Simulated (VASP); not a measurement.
OSZICAR of a VASP run on Tl (hcp):

File OSZICAR:
```
       N       E                     dE             d eps       ncg     rms          rms(c)
DAV:   1     0.125761137399E+03    0.12576E+03   -0.14057E+04  2600   0.140E+03
DAV:   2    -0.130851635196E+01   -0.12707E+03   -0.12545E+03  2719   0.286E+02
DAV:   3    -0.366718618979E+01   -0.23587E+01   -0.23488E+01  3002   0.338E+01
DAV:   4    -0.368510327289E+01   -0.17917E-01   -0.17895E-01  2948   0.286E+00
DAV:   5    -0.368532060692E+01   -0.21733E-03   -0.21733E-03  2969   0.329E-01    0.178E+00
DAV:   6    -0.366942940337E+01    0.15891E-01   -0.36024E-02  2723   0.152E+00    0.130E+00
DAV:   7    -0.366797857481E+01    0.14508E-02   -0.19240E-02  2678   0.112E+00    0.449E-01
DAV:   8    -0.366804777985E+01   -0.69205E-04   -0.15622E-03  2695   0.311E-01    0.279E-02
DAV:   9    -0.366807926582E+01   -0.31486E-04   -0.35736E-05  2948   0.513E-02    0.155E-02
DAV:  10    -0.366808630640E+01   -0.70406E-05   -0.78646E-06  2710   0.230E-02    0.127E-03
DAV:  11    -0.366808660555E+01   -0.29915E-06   -0.18808E-07  2435   0.240E-03    0.376E-04
DAV:  12    -0.366808668189E+01   -0.76338E-07   -0.11104E-08  1410   0.878E-04
   1 F= -.36680867E+01 E0= -.36680024E+01  d E =-.366809E+01
       N       E                     dE             d eps       ncg     rms          rms(c)
DAV:   1    -0.369483867532E+01   -0.26752E-01   -0.10284E+00  2625   0.786E+00    0.660E-01
DAV:   2    -0.368051672866E+01    0.14322E-01   -0.86468E-03  2656   0.103E+00    0.406E-01
DAV:   3    -0.367262076749E+01    0.78960E-02   -0.14581E-02  2661   0.125E+00    0.473E-02
DAV:   4    -0.367264877568E+01   -0.28008E-04   -0.77434E-04  2634   0.267E-01    0.278E-02
DAV:   5    -0.367265354233E+01   -0.47667E-05   -0.80334E-06  2949   0.255E-02    0.713E-03
DAV:   6    -0.367265234456E+01    0.11978E-05   -0.26008E-06  2683   0.173E-02    0.161E-03
DAV:   7    -0.367265233016E+01    0.14399E-07   -0.15486E-07  1626   0.405E-03
   2 F= -.36726523E+01 E0= -.36726056E+01  d E =-.456565E-02
       N       E                     dE             d eps       ncg     rms          rms(c)
DAV:   1    -0.371547851815E+01   -0.42826E-01   -0.18206E+00  2627   0.105E+01    0.880E-01
DAV:   2    -0.369028604130E+01    0.25192E-01   -0.15003E-02  2654   0.133E+00    0.541E-01
DAV:   3    -0.367638924584E+01    0.13897E-01   -0.25358E-02  2664   0.165E+00    0.636E-02
DAV:   4    -0.367643117020E+01   -0.41924E-04   -0.13487E-03  2662   0.354E-01    0.363E-02
DAV:   5    -0.367643975382E+01   -0.85836E-05   -0.13706E-05  2987   0.336E-02    0.112E-02
DAV:   6    -0.367643733312E+01    0.24207E-05   -0.54673E-06  2693   0.253E-02    0.212E-03
DAV:   7    -0.367643733424E+01   -0.11187E-08   -0.30126E-07  2502   0.552E-03
   3 F= -.36764373E+01 E0= -.36764601E+01  d E =-.835065E-02
       N       E                     dE             d eps       ncg     rms          rms(c)
DAV:   1    -0.382900260887E+01   -0.15257E+00   -0.73581E+00  2608   0.211E+01    0.177E+00
DAV:   2    -0.373040460736E+01    0.98598E-01   -0.58328E-02  2649   0.242E+00    0.109E+00
DAV:   3    -0.367613655774E+01    0.54268E-01   -0.97904E-02  2667   0.301E+00    0.131E-01
DAV:   4    -0.367620750006E+01   -0.70942E-04   -0.46671E-03  2632   0.647E-01    0.661E-02
DAV:   5    -0.367623474862E+01   -0.27249E-04   -0.51862E-05  2963   0.666E-02    0.248E-02
DAV:   6    -0.367622906017E+01    0.56885E-05   -0.17149E-05  2681   0.436E-02    0.256E-03
DAV:   7    -0.367622913491E+01   -0.74740E-07   -0.68281E-07  2678   0.766E-03
   4 F= -.36762291E+01 E0= -.36764648E+01  d E =-.814245E-02
       N       E                     dE             d eps       ncg     rms          rms(c)
DAV:   1    -0.371828361768E+01   -0.42055E-01   -0.19212E+00  2611   0.108E+01    0.904E-01
DAV:   2    -0.369186635285E+01    0.26417E-01   -0.15839E-02  2637   0.132E+00    0.554E-01
DAV:   3    -0.367755439037E+01    0.14312E-01   -0.26954E-02  2680   0.161E+00    0.627E-02
DAV:   4    -0.367759267161E+01   -0.38281E-04   -0.13175E-03  2625   0.346E-01    0.354E-02
DAV:   5    -0.367760052507E+01   -0.78535E-05   -0.15103E-05  2930   0.354E-02    0.741E-03
DAV:   6    -0.367759842814E+01    0.20969E-05   -0.42248E-06  2664   0.237E-02    0.144E-03
DAV:   7    -0.367759847709E+01   -0.48950E-07   -0.25686E-07  2341   0.529E-03
   5 F= -.36775985E+01 E0= -.36777365E+01  d E =-.951180E-02
```

Task: Which electronic solver shows in the log?

Result: It is blocked Davidson (ALGO = Normal, or the opening steps of other solvers). The INCAR had ALGO = Normal.

Task: Can the final energy be trusted as converged?

Result: Self-consistency was reached. It stopped with EDIFF = 1E-7, NELM = 100, NSW = 30 and EDIFFG = -0.01 after 5 ionic steps (RPBE GGA, plane waves, VASP's PBE PAW potentials (set 64)).

The compound is Tl in the hcp structure. This cell is one point of a volume scan, at 1.03 of the reference volume. Symmetry was kept, so distortions that lower it aren't found.
